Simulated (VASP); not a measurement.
An input for Ansatz (written as the equivalent of a VASP run, and not itself run):

Ansatz 0.2 input:
```yaml
crystal:
  lattice:
    - [1.2566372, -2.1765600, 0.0000000]
    - [1.2566372, 2.1765600, 0.0000000]
    - [0.0000000, 0.0000000, 4.4475008]
  atoms:
    - { symbol: Zn, position: [0.3333330, 0.6666670, 0.2500000] }
    - { symbol: Zn, position: [0.6666670, 0.3333330, 0.7500000] }
kpoints:
  mp_grid: { grid: [17, 17, 8] }
hamiltonian:
  xc: pbesol
  pseudopotentials: { kind: paw }
scf:
  occupations: { method: methfessel_paxton, width: 0.1 }
  max_iter: 100
relax:
  max_steps: 40
  f_tol: 0.02
  cell: { p_target: 20 }
output: { forces: true, stress: true, eigenvalues: true }
```

Question: Translate this input to VASP (INCAR, KPOINTS, POSCAR, choice of POTCAR).

Answer: This is not unique; one that fits is 
**INCAR**
```
ALGO  =  Normal
EDIFF  =  1E-6
EDIFFG  =  -0.02
ENCUT  =  500
GGA  =  PS
IBRION  =  2
ISIF  =  3
ISMEAR  =  1
LASPH  =  .TRUE.
LCHARG  =  .FALSE.
LMAXMIX  =  4
LREAL  =  .FALSE.
LWAVE  =  .FALSE.
NELM  =  100
NSW  =  40
PREC  =  Accurate
PSTRESS  =  200
SIGMA  =  0.1
SYSTEM  =  Zn
```

KPOINTS:
```
Regular mesh
0
Gamma
 17 17 8
```

POSCAR:
```
Zn
1
    1.2566371605    -2.1765600343    -0.0000000000
    1.2566371605     2.1765600343     0.0000000000
    0.0000000000    -0.0000000000     4.4475008444
Zn
2
Direct
  0.3333330000   0.6666670000   0.2500000000
  0.6666670000   0.3333330000   0.7500000000
```

POTCAR, in this order: Zn (PBE.64 set). Program: vasp_std.

The two are equivalent in intent, not identical: each code has its own PAW files, so the cut-off isn't converted (ENCUT is set for VASP's; basis.ecutwfc is left out, and Ansatz then takes the one that its files recommend); Ansatz stops its SCF on the density residual and VASP on the energy change (EDIFF).

The compound is Zn in the hcp structure. This run relaxes it under an external pressure of 20 GPa. Symmetry was kept, so distortions that lower it aren't found.
